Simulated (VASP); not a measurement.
Li4FeN2: equation of state with PBE

Li4FeN2:

```
Fe N Li
1.0
    -1.80326    3.16262    4.07413
     1.80326   -3.16262    4.07413
     1.80326    3.16262   -4.07413
Fe N Li
1 2 4
Direct
  0.00000 0.00000 0.00000
  0.22320 0.22320 0.00000
  0.77680 0.77680 0.00000
  0.91742 0.25166 0.66576
  0.08258 0.74834 0.33424
  0.41410 0.74834 0.66576
  0.58590 0.25166 0.33424
```

The cell comes from a database or a generator and needn't be the stable form of this composition.

```yaml
Program: VASP 6.6.1
Task: equation of state
Functional: PBE
Potentials_or_basis: VASP PAW PBE potentials, release 64 (Fe, N, Li_sv)
Cutoff: 520 eV
k_mesh: 9 × 9 × 9
Occupations: fermi-dirac, width 0.05 eV
Spin: collinear spin, ferromagnetic start
Starting_moments: "[3.0, 0.0, 0.0, 0.0, 0.0, 0.0, 0.0] μB"
Further_INCAR_settings: ALGO = Normal; EDIFF = 1e-07; NBANDS = 28
```

```json
{
  "Equilibrium volume": "13.18 Å³/atom",
  "Bulk modulus at fixed shape and positions": "61 GPa",
  "Pressure derivative of the bulk modulus": "3.6"
}
```

Energy against volume, from the lowest point:
```tsv
volume (Å³/atom)	energy (meV/atom)
12.480	7.63
12.746	2.79
13.012	0.31
13.277	0.00
13.543	1.66
13.808	5.12
14.074	10.22
```

All runs of the series together: 68 min on 1 thread of Intel(R) Xeon(R) 6975P-C (Granite Rapids) (shared host).

Caveat: the cutoff is under 1.25 times the usual one of these potentials, so pressure, stress and relaxed cells hold a basis-set (Pulay) error; the cell was scaled at fixed shape and fractional positions, which overstates the stiffness of a crystal with free parameters, most of all of layers and chains.
